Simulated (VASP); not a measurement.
Write the native input for VASP 6.6.1 that does the following.

```
Task                   : relaxation of the atoms
Functional             : LDA
Potentials or basis    : VASP PAW LDA potentials, release 64 (Zr_sv, Se, Br)
Cutoff                 : 520 eV
k mesh                 : 7 × 7 × 7
Occupations            : fermi-dirac, width 0.05 eV
Spin                   : collinear spin, random start
Starting moments       : [0.18, 0.0, 0.0, 0.0] μB
Further INCAR settings : ADDGRID = True; ALGO = Normal; EDIFF = 1e-05; AMIX = 0.2; IBRION = 2; EDIFFG = -0.01; NSW = 60
```

The structure of ZrSeBr2 lies in POSCAR:

```
ZrSeBr2
1.0
    1.9570869609      1.1299246857      6.8709599453
   -1.9570869609      1.1299246857      6.8709599453
    0.0000000000     -2.2598493621      6.8709599453
Zr Se Br
1 1 2
Direct
    0.0000000000      0.0000000000      0.0000000000
    0.5000000000      0.5000000000      0.5000000000
    0.2430000000      0.2430000000      0.2430000000
    0.7570000000      0.7570000000      0.7570000000
```

The cell was built by a generator and needn't be a form met in nature.

The cell isn't the ideal one: volume scaled by 0.8.

These files were run (other wordings do the same):

INCAR

```
SYSTEM = ZrSeBr2
PREC     = Accurate       ! precision mode
ENCUT    = 520            ! plane-wave cutoff, eV
EDIFF    = 1E-5           ! SCF threshold, eV
ISMEAR   = -1             ! smearing method
SIGMA    = 0.05           ! smearing width, eV
LREAL    = .FALSE.        ! projectors in reciprocal space
LASPH    = .TRUE.         ! aspherical terms in the spheres
NELM     = 80             ! most SCF steps
ALGO     = Normal         ! electronic algorithm
ISIF     = 2              ! what is computed and relaxed
LWAVE    = .FALSE.        ! write WAVECAR
LCHARG   = .FALSE.        ! write CHGCAR
ISPIN    = 2              ! spin polarisation
MAGMOM   = 0.18 0 0 0     ! initial moments
LORBIT   = 11             ! projections on sites
LMAXMIX  = 4              ! l up to which the mixer works
IBRION   = 2              ! ionic algorithm
NSW      = 60             ! ionic steps
EDIFFG   = -0.01          ! ionic threshold
ADDGRID  = .TRUE.       
AMIX     = 0.2
```

KPOINTS

```
regular mesh
0
G
  7 7 7
  0 0 0
```

Potentials or basis: VASP PAW LDA potentials, release 64 (Zr_sv, Se, Br).

The run is started by

```bash
$ cat potpaw_LDA.64/Zr_sv/POTCAR potpaw_LDA.64/Se/POTCAR potpaw_LDA.64/Br/POTCAR > POTCAR
$ mpirun -np 1 vasp_std > vasp.out
```

Results of the run:

| Property | Result |
| --- | --- |
| Energy gained by relaxing | 372.9 meV/atom |
| Ionic steps | 5 |
| Pressure after relaxing | 5.5 GPa |
| Band gap on the k mesh | none (metal or under the smearing width) |
| Net moment | 0.02 μB per cell |
| Valence electrons inside the program's atomic spheres | Zr 9.79; Se 3.74; Br 4.91 |

Wall time 20 min on 1 thread of AMD EPYC 9R45 (Zen 5), with other jobs on the host, peak memory 0.73 GiB.
